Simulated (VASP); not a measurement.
Level of theory: LDA (Ceperley-Alder, Perdew-Zunger), VASP's LDA PAW potentials (set 64) (plane waves; VASP 6.6.1).

VASP input:

KPOINTS:
```
Automatic mesh
0
Gamma
8 8 8
0 0 0
```

**INCAR**
```
# general
SYSTEM =Cs
PREC   =Accurate
ENCUT  =400
LREAL  =.FALSE.
LASPH  =.TRUE.

# electronic loop
EDIFF  =1E-6
NELM   =100
ALGO   =Normal
LMAXMIX=4

# smearing
ISMEAR =1
SIGMA  =0.1

# ions
IBRION =2
NSW    =60
ISIF   =3
EDIFFG =-0.01

# output
LWAVE  =.FALSE.
LCHARG =.FALSE.
```

### POSCAR
```
Cs
1
   -2.8776245759     2.8776245759     2.8776245759
    2.8776245759    -2.8776245759     2.8776245759
    2.8776245759     2.8776245759    -2.8776245759
Cs
1
Direct
  0.0000000000   0.0000000000   0.0000000000
```

POTCAR, in this order: Cs_sv (LDA.64 set). Program: vasp_std.

Unless said otherwise, spin-orbit coupling is left out, though it shifts the bands of the heavy elements here.

**Question.** Estimate the energy per atom (σ→0), band gap (on the k-mesh).

**Answer.** 
energy per atom (σ→0): -0.987 eV/atom
band gap (on the k-mesh): none (metal, semimetal or under 0.01 eV)

OSZICAR:
```
...
DAV:   3    -0.948839639143E+00   -0.37138E+01   -0.37134E+01   512   0.413E+01
DAV:   4    -0.990038477526E+00   -0.41199E-01   -0.41198E-01   832   0.530E+00
DAV:   5    -0.990045236441E+00   -0.67589E-05   -0.67589E-05   592   0.646E-02    0.151E-01
DAV:   6    -0.988434677817E+00    0.16106E-02   -0.22983E-03   744   0.262E-01    0.856E-02
DAV:   7    -0.987886138163E+00    0.54854E-03   -0.29516E-03   576   0.296E-01    0.377E-02
DAV:   8    -0.987908946317E+00   -0.22808E-04   -0.55923E-05   736   0.641E-02    0.362E-03
DAV:   9    -0.987909743065E+00   -0.79675E-06   -0.67067E-07   696   0.464E-03
   1 F= -.98790974E+00 E0= -.98701416E+00  d E =-.987910E+00
```

The compound is Cs in the bcc structure. It was relaxed first, which changed the volume by -16 %. The start is the result of an earlier pass.
